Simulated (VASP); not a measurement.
Write the native input for VASP 6.6.1 that does the following.

| Quantity | Value |
| --- | --- |
| Task | single point |
| Functional | PBEsol |
| Potentials or basis | VASP PAW PBE potentials, release 64 (Al, Cl) |
| Cutoff | 520 eV |
| k mesh | 3 × 3 × 1 |
| Occupations | gaussian, width 0.05 eV |
| Spin | no spin polarisation |
| Dipole correction | no |
| Further INCAR settings | ALGO = Normal; EDIFF = 1e-06; NBANDS = 34 |

The structure of Al12Cl lies in POSCAR:

```
Al12Cl
1.0
    5.7275650000      0.0000000000      0.0000000000
    2.8637820000      4.9602170000      0.0000000000
    0.0000000000      0.0000000000     16.6765370000
Al Cl
12 1
Direct
    0.1666666208      0.1666667003      0.0599644878
    0.6666667081      0.1666667003      0.0599644878
    0.1666666712      0.6666665995      0.0599644878
    0.6666667585      0.6666665995      0.0599644878
   -0.1693780478      0.3349534909      0.1953461321
    0.3341981611      0.3347867644      0.1953553067
   -0.1642486075      0.8280401845      0.2008947061
    0.3278028254      0.8436965560      0.1951150889
    0.0087689188     -0.0026938338      0.3317402768
    0.4934719725     -0.0026827455      0.3317374584
    0.0134032184      0.4727214555      0.3378673882
    0.5035579846      0.4926869127      0.3283452674
    0.9291127734      0.6423761299      0.4617597167
```

The cell was built by a generator and needn't be a form met in nature.

The input as run:

INCAR

```
SYSTEM = Al12Cl
  PREC = Accurate
  ENCUT = 520
  EDIFF = 1E-6
  ISMEAR = 0
  SIGMA = 0.05
  LREAL = .FALSE.
  LASPH = .TRUE.
  NELM = 80
  ALGO = Normal
  ISIF = 2
  LWAVE = .FALSE.
  LCHARG = .FALSE.
  GGA = PS
  NBANDS = 34
```

KPOINTS

```
Automatic mesh
0
G
  3 3 1
  0 0 0
```

Potentials or basis: VASP PAW PBE potentials, release 64 (Al, Cl).

Command:

```bash
$ cat potpaw_PBE.64/Al/POTCAR potpaw_PBE.64/Cl/POTCAR > POTCAR
$ mpirun -np 1 vasp_std > vasp.out
```

It gave:

| Item | Value |
| --- | --- |
| Largest force | 0.181 eV/Å |
| Band gap on the k mesh | none (metal or under the smearing width) |

Caveat: the k mesh is coarse (spacing up to 0.42 Å⁻¹), so the values aren't converged; the PAW data sets were made with another functional, which shifts forces and pressure a little; an odd number of electrons without spin polarisation forces a metal; a magnetic or distorted state may lie lower.

It took 2.1 min on 1 thread of Intel(R) Xeon(R) Platinum 8488C (Sapphire Rapids), with other jobs on the host, peak memory 0.62 GiB.
